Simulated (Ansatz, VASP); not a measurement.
**AlB2P2N: VASP beside Ansatz**

Aim: how closely do two programs agree when they are given the same cell, functional and k mesh? The cell is generated by rule, not measured, and may not be a known phase. The cell is taken from a series of runs on this material, whose earlier steps may have relaxed, scaled, displaced or heated it; both programs get it as it stands.

Calculated with Ansatz 0.2.0; plane waves, with VASP 6.6.1 beside it; relaxation of cell and atoms at PBEsol.

### Step 1. The starting structure

Symmetry: Imm2, No. 44, orthorhombic system. The conventional cell has a = 3.173 Å, b = 3.173 Å, c = 13.460 Å, α = 90.00°, β = 90.00°, γ = 90.00°. Al has 2 N at 1.94 Å and 2 P at 1.94 Å nearest. Nearest to B lie 2 P at 1.94 Å and 2 N at 1.94 Å. Nearest to B lie 4 P at 1.94 Å. Nearest to N lie 2 Al at 1.94 Å and 2 B at 1.94 Å. Nearest to P lie 4 B at 1.94 Å. Nearest to P lie 2 B at 1.94 Å and 2 Al at 1.94 Å. Farther neighbours and most contacts between anions are not listed.

Structure file:

```xyz
6
Lattice="2.2433 2.2433 0.0000 -2.2433 2.2433 0.0000 2.2433 0.0000 6.7300" Properties=species:S:1:pos:R:3 pbc="T T T"
Al    2.2433    2.2433    4.4867
B    -2.2433    2.2433    0.0000
B     0.0000    2.2433    2.2433
N     1.1217    1.1217    5.6083
P     1.1217    1.1217    1.1217
P     1.1217    3.3650    3.3650
```

### Step 2. VASP: relaxation of cell and atoms, PBEsol, pair 1

The relaxed volume is the usual yardstick between codes: in a stiff, nearly cubic crystal its relative difference is about their pressure difference at one cell divided by the bulk modulus.

Lines of VASP's logs that name or quote its potential files are left out, and so is its time.

The input, INCAR:

```
SYSTEM = AlB2P2N
PREC = Accurate
ENCUT = 600
EDIFF = 1E-07
NELM = 120
ISMEAR = 0
SIGMA = 0.1
LREAL = .FALSE.
ALGO = Normal
GGA = PS
NBANDS = 18
LORBIT = 11
LWAVE = .FALSE.
LCHARG = .FALSE.
ISIF = 3
IBRION = 2
NSW = 80
EDIFFG = -0.005
LASPH = .TRUE.
GGA_COMPAT = .FALSE.
NELMIN = 4
KPAR = 2
```

The input, POSCAR:

```
AlB2P2N
1.0
    2.2433300000      2.2433300000      0.0000000000
   -2.2433300000      2.2433300000      0.0000000000
    2.2433300000      0.0000000000      6.7300000000
Al B N P
1 2 1 2
Direct
    0.6666664933      0.3333335067      0.6666670134
    0.0000000000      1.0000000000      0.0000000000
    0.3333335067      0.6666664933      0.3333329866
    0.0833335067      0.4166664933      0.8333329866
    0.4166664933      0.0833335067      0.1666670134
    0.7500000000      0.7500000000      0.5000000000
```

The input, KPOINTS:

```
Automatic mesh
0
Gamma
6 6 6
0 0 0
```

Potentials, in the order of the species: Al, B, N and P (PBE family, release 64).

Started as:

```
mpirun -np 2 vasp_std
```

Numbers of over 12 decimals in the logs are rounded to 6 here.

The log of the run:

```text
[banner, memory and clock lines left out]
running    2 mpi-ranks, on    1 nodes
 distrk:  each k-point on    1 cores,    2 groups
 distr:  one band on    1 cores,    1 groups

 POSCAR found type information on POSCAR AlB N P
 POSCAR found :  4 types and       6 ions
|                                                                             |
|               ----> ADVICE to this user running VASP <----                  |
|                                                                             |
|     You enforced a specific xc type in the INCAR file but a different       |
|     [... a line on the potential file left out ...]
|     I HOPE YOU KNOW WHAT YOU ARE DOING!                                     |
|                                                                             |

 LDA part: xc-table for (Slater+PW92), standard interpolation
 POSCAR, INCAR and KPOINTS ok, starting setup
 FFT: planning ... GRIDC
 FFT: planning ... GRID_SOFT
 FFT: planning ... GRID
 WAVECAR not read
 entering main loop
       N       E                     dE             d eps       ncg     rms          rms(c)
DAV:   1     0.798781075422E+02    0.79878E+02   -0.12278E+04  1656   0.135E+03
DAV:   2    -0.344070313842E+02   -0.11429E+03   -0.11079E+03  2180   0.218E+02
DAV:   3    -0.400256192404E+02   -0.56186E+01   -0.55870E+01  2168   0.519E+01
DAV:   4    -0.400814641032E+02   -0.55845E-01   -0.55788E-01  2302   0.550E+00
DAV:   5    -0.400821216074E+02   -0.65750E-03   -0.65735E-03  2204   0.559E-01    0.120E+01
DAV:   6    -0.380351881529E+02    0.20469E+01   -0.67002E+00  2224   0.183E+01    0.704E+00
DAV:   7    -0.377758068525E+02    0.25938E+00   -0.12245E+00  1990   0.776E+00    0.356E+00
DAV:   8    -0.377126021507E+02    0.63205E-01   -0.29927E-01  2062   0.341E+00    0.116E+00
DAV:   9    -0.377076925248E+02    0.49096E-02   -0.38025E-02  2300   0.144E+00    0.624E-01
DAV:  10    -0.377074382021E+02    0.25432E-03   -0.79709E-03  1992   0.573E-01    0.204E-01
DAV:  11    -0.377073270448E+02    0.11116E-03   -0.11573E-03  1990   0.229E-01    0.462E-02
DAV:  12    -0.377073389039E+02   -0.11859E-04   -0.77323E-05  2188   0.634E-02    0.273E-02
DAV:  13    -0.377073428421E+02   -0.39381E-05   -0.12354E-05  2064   0.230E-02    0.686E-03
DAV:  14    -0.377073430026E+02   -0.16049E-06   -0.13867E-06  2112   0.900E-03    0.369E-03
DAV:  15    -0.377073431177E+02   -0.11510E-06   -0.31701E-07  1712   0.390E-03    0.116E-03
DAV:  16    -0.377073430613E+02    0.56336E-07   -0.31820E-08  1004   0.136E-03
   1 F= -.37707343E+02 E0= -.37707343E+02  d E =-.377073E+02
[... from here on, the cycles between the ionic steps are left out ...]
   2 F= -.37688955E+02 E0= -.37686258E+02  d E =0.183879E-01
  10 F= -.40551926E+02 E0= -.40549695E+02  d E =-.332874E-01
  11 F= -.40563079E+02 E0= -.40561908E+02  d E =-.444406E-01
  12 F= -.40572138E+02 E0= -.40570877E+02  d E =-.905893E-02
  13 F= -.40574934E+02 E0= -.40573777E+02  d E =-.118546E-01
  14 F= -.40576491E+02 E0= -.40575265E+02  d E =-.155756E-02
  15 F= -.40576568E+02 E0= -.40575357E+02  d E =-.163435E-02
  16 F= -.40576846E+02 E0= -.40575636E+02  d E =-.278165E-03
  17 F= -.40576848E+02 E0= -.40575638E+02  d E =-.279939E-03
  18 F= -.40576865E+02 E0= -.40575654E+02  d E =-.165685E-04
  19 F= -.40576865E+02 E0= -.40575654E+02  d E =-.167035E-04
 curvature:  -0.48 expect dE=-0.375E-05 dE for cont linesearch -0.968E-13
 trial: gam= 0.21561 g(F)=  0.322E-05 g(S)=  0.455E-05 ort =-0.278E-08 (trialstep = 0.957E+00)
 search vector abs. value=  0.956E-05
 bond charge predicted
       N       E                     dE             d eps       ncg     rms          rms(c)
DAV:   1    -0.405768704687E+02   -0.56182E-05   -0.60093E-04  1670   0.173E-01    0.127E-02
DAV:   2    -0.405768691454E+02    0.13233E-05   -0.20778E-05  2388   0.315E-02    0.632E-03
DAV:   3    -0.405768679046E+02    0.12408E-05   -0.21248E-06  2130   0.103E-02    0.253E-03
DAV:   4    -0.405768677539E+02    0.15067E-06   -0.59077E-07  1890   0.534E-03    0.132E-03
DAV:   5    -0.405768677366E+02    0.17359E-07   -0.73443E-08   924   0.192E-03
  20 F= -.40576868E+02 E0= -.40575661E+02  d E =-.288827E-05
 trial-energy change:   -0.000003  1 .order   -0.000003   -0.000007    0.000002
 step:   0.7781(harm=  0.7781)  dis= 0.00016  next Energy=   -40.576868 (dE=-0.302E-05)
 reached required accuracy - stopping structural energy minimisation
```

Parts of OUTCAR (step 2):

```text
ion  position               nearest neighbor table
   1  0.667  0.333  0.667-   4 1.94   4 1.94   6 1.94   6 1.94
   2  0.000  0.000  0.000-   4 1.94   5 1.94   4 1.94   5 1.94
   3  0.333  0.667  0.333-   5 1.94   5 1.94   6 1.94   6 1.94
   4  0.083  0.417  0.833-   1 1.94   1 1.94   2 1.94   2 1.94
   5  0.417  0.083  0.167-   3 1.94   3 1.94   2 1.94   2 1.94
   6  0.750  0.750  0.500-   3 1.94   1 1.94   1 1.94   3 1.94

  LATTYP: Found a body centered tetragonal cell.
 ALAT       =     3.1725477109
 C/A-ratio  =     4.2426469912

 Subroutine GETGRP returns: Found  4 space group operations
 (whereof  4 operations were pure point group operations)

The static configuration has the point symmetry C_2v.

 Found     46 irreducible k-points:

   k-points           NKPTS =     46   k-points in BZ     NKDIM =     46   number of bands    NBANDS=     18

   dimension x,y,z NGX =    28 NGY =   28 NGZ =   60
   dimension x,y,z NGXF=    56 NGYF=   56 NGZF=  120

   ENCUT  =  600.0 eV  44.10 Ry    6.64 a.u.   6.34  6.34 14.17*2*pi/ulx,y,z

   NELECT =      24.0000    total number of electrons

 k-points in reciprocal lattice and weights: Automatic mesh
   0.00000000  0.00000000  0.00000000       0.005
   0.16666667  0.00000000 -0.00000000       0.019
   0.00000000 -0.16666667 -0.00000000       0.019
   0.33333333  0.00000000 -0.00000000       0.019
   0.00000000 -0.33333333 -0.00000000       0.019
   0.50000000  0.00000000 -0.00000000       0.009
   0.00000000  0.50000000  0.00000000       0.009
   0.16666667  0.16666667  0.00000000       0.019
   0.33333333  0.16666667 -0.00000000       0.037
[...]
-0.16666667  0.16666667  0.33333333       0.019
   0.00000000  0.00000000  0.50000000       0.005

 average (electrostatic) potential at core
       1 -72.2915       2 -25.7358       3 -24.7103       4 -61.4230       5 -80.6542
       6 -80.7476

 E-fermi :   9.0697

 k-point     1 :       0.0000    0.0000    0.0000
  band No.  band energies     occupation
    ...
      8       4.0511      2.00000
      9       5.5383      2.00000
     10       6.7265      2.00000
     11       7.0774      2.00000
     12       7.7954      2.00000
     13       9.5316      0.00000
     14       9.6423      0.00000
     15      10.2423      0.00000
     16      11.5306      0.00000
     17      11.6543      0.00000
    ...

 k-point     2 :       0.1667    0.0000   -0.0000
  band No.  band energies     occupation
    ...
      8       3.4427      2.00000
      9       5.4150      2.00000
     10       5.7371      2.00000
     11       6.1854      2.00000
     12       8.7653      1.99998
     13       9.5302      0.00000
     14      10.8367      0.00000
     15      11.3171      0.00000
     16      11.7765      0.00000
     17      12.3626      0.00000
    ...

 k-point     3 :       0.0000   -0.1667   -0.0000
  band No.  band energies     occupation
    ...
      9       4.3067      2.00000
     10       5.9761      2.00000
     11       6.9167      2.00000
     12       7.3110      2.00000
     13       8.6037      2.00000
     14      10.2030      0.00000
     15      11.2520      0.00000
     16      11.8335      0.00000
     17      12.6606      0.00000
     18      13.1982      0.00000

  Total        0.0030211      0.0030211     -0.0030136      0.0033178      0.0000000      0.0000000
  in kB        0.0707749      0.0707749     -0.0705979      0.0777247      0.0000000      0.0000000
  external PRESSURE =       0.0236507 kB  Pullay stress =       0.0000000 kB

  energy-cutoff  :      600.00
  volume of cell :       68.39
      direct lattice vectors                 reciprocal lattice vectors
     2.298653860  2.298653860 -0.000000000     0.217518613  0.217518613 -0.071931360
    -2.140146855  2.140146855  0.000000000    -0.233628827  0.233628827  0.071931360
     2.219400358  0.079253503  6.951071139     0.000000000 -0.000000000  0.143862720

 POSITION                                       TOTAL-FORCE (eV/Angst)
 -----------------------------------------------------------------------------------
      2.29865      2.29865      5.04177         0.000000     -0.000000      0.000064
      0.07925      2.21940      6.84134        -0.000000      0.000000     -0.002879
      0.07925      2.21940      2.18568        -0.000000      0.000000     -0.002190
      1.14933      1.14933      6.00217        -0.000000     -0.000000      0.003039
      1.14933      1.14933      1.00894         0.000000     -0.000000      0.001550
      1.22858      3.36873      3.24884         0.000000     -0.000000      0.000414
 -----------------------------------------------------------------------------------
    total drift:                                0.000010      0.000002      0.000041

  FREE ENERGIE OF THE ION-ELECTRON SYSTEM (eV)
  ---------------------------------------------------
  free  energy   TOTEN  =       -40.5768677366 eV

  energy  without entropy=      -40.5744546855  energy(sigma->0) =      -40.57566121

 reached required accuracy - stopping structural energy minimisation

 total charge
# of ion       s       p       d       tot
------------------------------------------
    1        0.384   0.429   0.000   0.813
    2        0.624   1.128   0.000   1.752
    3        0.676   1.300   0.000   1.976
    4        1.225   2.517   0.000   3.741
    5        1.001   1.601   0.000   2.603
    6        1.007   1.570   0.000   2.577
--------------------------------------------------
tot          4.918   8.544   0.000  13.462

[... 3 further parts left out ...]
```

CONTCAR:

```
AlB2P2N
   1.00000000000000
     2.2986538604027218    2.2986538604027218   -0.0000000000000000
    -2.1401468551547089    2.1401468551547089    0.0000000000000000
     2.2194003577787154    0.0792535026240062    6.9510711385314767
  Al              B               N               P
     1     2     1     2
Direct
     0.6373388461498741    0.3626611538501261    0.7253223077002522
     0.0078928893242777    0.9921071106757223    0.9842142213514449
     0.3427812452518513    0.6572187547481485    0.3144375094962972
     0.0682554569465789    0.4317445430534212    0.8634890861068424
     0.4274253849075650    0.0725746150924350    0.1451492301848700
     0.7663061774198535    0.7336938225801465    0.4673876451602937
```

[end of part 1 of 3]

[Lines on the potential files, build, host, timing and source positions are cut from VASP's logs without a mark.]

[Logs are printed without paths, hosts, clocks, repeated set-up lines and the standing remarks that a program may print on its own settings, such as how far it seeks lower states.]

[Hosts, paths, dates, database ids (printed as entryN), source tags and the programs' standing remarks are cut or masked in the printed files.]
